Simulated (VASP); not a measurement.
These are PBE GGA, VASP's PBE PAW potentials (set 64) (plane waves; VASP) values and carry that method's errors.

The input files of a VASP run:

### KPOINTS
```
kpoints
0
gamma
 7 7 7
0 0 0
```

### POSCAR
```
Ir
1.0
  0.0000000000   1.9584000000   1.9584000000
  1.9584000000   0.0000000000   1.9584000000
  1.9584000000   1.9584000000   0.0000000000
Ir
1
Cartesian
  0.0000000000   0.0000000000   0.0000000000
```

**INCAR**
```
SYSTEM = Ir
PREC = Accurate
ENCUT = 400
EDIFF = 1E-6
NELM = 100
ALGO = Normal
LREAL = .FALSE.
LASPH = .TRUE.
ISMEAR = 1
SIGMA = 0.1
GGA = PE
LMAXMIX = 6
LWAVE = .FALSE.
LCHARG = .FALSE.
ISIF = 2
```

POTCAR, in this order: Ir (PBE.64 set). Program: vasp_std.

Output of the run:

### OSZICAR
```
       N       E                     dE             d eps       ncg     rms          rms(c)
DAV:   1     0.292159082053E+02    0.29216E+02   -0.38347E+03   352   0.795E+02
DAV:   2    -0.898945095201E+01   -0.38205E+02   -0.35783E+02   320   0.171E+02
DAV:   3    -0.948019895741E+01   -0.49075E+00   -0.49000E+00   448   0.269E+01
DAV:   4    -0.948344617510E+01   -0.32472E-02   -0.32457E-02   408   0.169E+00
DAV:   5    -0.948347521213E+01   -0.29037E-04   -0.29037E-04   472   0.100E-01    0.127E+01
DAV:   6    -0.898249474278E+01    0.50098E+00   -0.11485E+00   368   0.146E+01    0.510E+00
DAV:   7    -0.890956125508E+01    0.72933E-01   -0.24849E-01   384   0.631E+00    0.164E+00
DAV:   8    -0.890378021200E+01    0.57810E-02   -0.33285E-03   344   0.562E-01    0.281E-01
DAV:   9    -0.890354943024E+01    0.23078E-03   -0.99362E-04   408   0.412E-01    0.198E-02
DAV:  10    -0.890355586220E+01   -0.64320E-05   -0.53350E-06   384   0.273E-02    0.498E-03
DAV:  11    -0.890355655741E+01   -0.69522E-06   -0.28669E-07   208   0.709E-03
   1 F= -.89035566E+01 E0= -.89036002E+01  d E =0.131058E-03
```

OUTCAR:
```
------------------------ aborting loop because EDIFF is reached ----------------------------------------
  FORCE on cell =-STRESS in cart. coord.  units (eV):
  Direction    XX          YY          ZZ          XY          YZ          ZX
  --------------------------------------------------------------------------------------
  Total       -1.1131754     -1.1131754     -1.1131754      0.0000000      0.0000000     -0.0000000
  in kB     -118.7244020   -118.7244020   -118.7244020      0.0000000      0.0000000     -0.0000000
  external PRESSURE =    -118.7244020 kB  Pullay stress =       0.0000000 kB
  volume of cell :       15.02
      direct lattice vectors                 reciprocal lattice vectors
     0.000000000  1.958400000  1.958400000    -0.255310458  0.255310458  0.255310458
     1.958400000  0.000000000  1.958400000     0.255310458 -0.255310458  0.255310458
     1.958400000  1.958400000  0.000000000     0.255310458  0.255310458 -0.255310458
 POSITION                                       TOTAL-FORCE (eV/Angst)
 -----------------------------------------------------------------------------------
      0.00000      0.00000      0.00000         0.000000      0.000000      0.000000
 -----------------------------------------------------------------------------------
    total drift:                                0.000000     -0.000000      0.000000
  FREE ENERGIE OF THE ION-ELECTRON SYSTEM (eV)
  ---------------------------------------------------
  free  energy   TOTEN  =        -8.9035565574 eV

  energy  without entropy=       -8.9036876151  energy(sigma->0) =       -8.90360024
```
(Selected blocks of OUTCAR.)

The compound is Ir in the fcc structure. The cell was not relaxed at this level. The k-mesh is coarse (spacing up to 0.40 per Å, 2π included), so the numbers may not be converged in it. The run is one of a series of settings (KPOINTS 7×7×7 Γ-centred mesh against the base run), some of them coarse on purpose.
